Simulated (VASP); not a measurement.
VASP ran on this input.

### INCAR
```
SYSTEM = SnSe2
PREC = Accurate
ENCUT = 520
EDIFF = 1E-6
NELM = 60
ALGO = Normal
LREAL = .FALSE.
LASPH = .TRUE.
ISMEAR = 0
SIGMA = 0.05
GGA = PE
LMAXMIX = 4
LWAVE = .FALSE.
LCHARG = .FALSE.
ISIF = 2
```

**POSCAR**
```
SnSe2
1
    1.9431000000    -3.3655480000     0.0000000000
    1.9431000000     3.3655480000     0.0000000000
    0.0000000000     0.0000000000     6.2628000000
Sn Se
1 2
Direct
  0.0000000000   0.0000000000   0.0000000000
  0.3333330000   0.6666670000   0.2500000000
  0.6666670000   0.3333330000   0.7500000000
```

**KPOINTS**
```
Automatic mesh
0
Gamma
5 5 3
0 0 0
```

POTCAR, in this order: Se Sn_d (PBE.64 set). Program: vasp_std.

What VASP printed:

standard output:
```
 POSCAR found type information on POSCAR SnSe
 POSCAR found :  2 types and       3 ions
 Reading from existing POTCAR
 Reading from existing POTCAR
 WARNING: type information on POSCAR and POTCAR are incompatible
 POTCAR overwrites the type information in POSCAR
 typ   1 type information:  Sn Se
 WARNING: type information on POSCAR and POTCAR are incompatible
 POTCAR overwrites the type information in POSCAR
 typ   2 type information:  Se Sn
 LDA part: xc-table for (Slater+PW92), standard interpolation
 POSCAR, INCAR and KPOINTS ok, starting setup
 WAVECAR not read
 entering main loop
       N       E                     dE             d eps       ncg     rms          rms(c)
DAV:   1     0.282790806566E+03    0.28279E+03   -0.17752E+04   504   0.228E+03
DAV:   2     0.223214001240E+02   -0.26047E+03   -0.25602E+03   504   0.507E+02
DAV:   3    -0.939844711200E+01   -0.31720E+02   -0.31030E+02   617   0.159E+02
DAV:   4    -0.106807062655E+02   -0.12823E+01   -0.12761E+01   554   0.331E+01
DAV:   5    -0.107255937766E+02   -0.44888E-01   -0.44877E-01   711   0.619E+00    0.581E+00
DAV:   6    -0.106603067687E+02    0.65287E-01   -0.11122E-01   705   0.271E+00    0.355E+00
DAV:   7    -0.106554515595E+02    0.48552E-02   -0.91120E-02   715   0.189E+00    0.366E-01
DAV:   8    -0.106535183012E+02    0.19333E-02   -0.10720E-02   635   0.946E-01    0.144E-01
DAV:   9    -0.106536826413E+02   -0.16434E-03   -0.17769E-03   582   0.216E-01    0.283E-02
DAV:  10    -0.106536744723E+02    0.81690E-05   -0.97487E-05   744   0.798E-02    0.162E-02
DAV:  11    -0.106536796760E+02   -0.52038E-05   -0.17915E-05   569   0.277E-02    0.459E-03
DAV:  12    -0.106536803741E+02   -0.69805E-06   -0.95577E-07   385   0.842E-03
   1 F= -.10653680E+02 E0= -.10652267E+02  d E =-.282674E-02
```

OUTCAR:
```
------------------------ aborting loop because EDIFF is reached ----------------------------------------
  FORCE on cell =-STRESS in cart. coord.  units (eV):
  Direction    XX          YY          ZZ          XY          YZ          ZX
  --------------------------------------------------------------------------------------
  Total        4.3038824      4.3038826      6.1164238      0.0000000      0.0000000     -0.0000000
  in kB       84.1824388     84.1824425    119.6351155      0.0000000      0.0000000     -0.0000000
  external PRESSURE =      95.9999989 kB  Pullay stress =       0.0000000 kB
  volume of cell :       81.91
      direct lattice vectors                 reciprocal lattice vectors
     1.943100000 -3.365548000  0.000000000     0.257320776 -0.148564216  0.000000000
     1.943100000  3.365548000  0.000000000     0.257320776  0.148564216  0.000000000
     0.000000000  0.000000000  6.262800000     0.000000000  0.000000000  0.159672990
 POSITION                                       TOTAL-FORCE (eV/Angst)
 -----------------------------------------------------------------------------------
      0.00000      0.00000      0.00000         0.000000     -0.000000      0.000000
      1.94310      1.12185      1.56570        -0.000000     -0.000000      2.607593
      1.94310     -1.12185      4.69710         0.000000      0.000000     -2.607593
 -----------------------------------------------------------------------------------
    total drift:                                0.000000     -0.000000      0.000000
  FREE ENERGIE OF THE ION-ELECTRON SYSTEM (eV)
  ---------------------------------------------------
  free  energy   TOTEN  =       -10.6536803741 eV

  energy  without entropy=      -10.6508536334  energy(sigma->0) =      -10.65226700
```
(Selected blocks of OUTCAR.)

Q: From input and log, find the fault in this run and mend it.

A: The cause: POTCAR lists the elements in another order than POSCAR. The run ends without an error. Against the sound run, the pressure rises by 8.39 GPa; the largest force rises by 2.461 eV/Å. To mend it, use POTCAR Sn_d Se of the PBE.64 set.

The mended run (PBE GGA, plane waves, VASP's PBE PAW potentials (set 64)) converges, and its OSZICAR ends with
```
   1 F= -.11817049E+02 E0= -.11817049E+02  d E =-.398458E-11
```

The compound is SnSe2 in the 1T layered structure. The cell was not relaxed at this level.
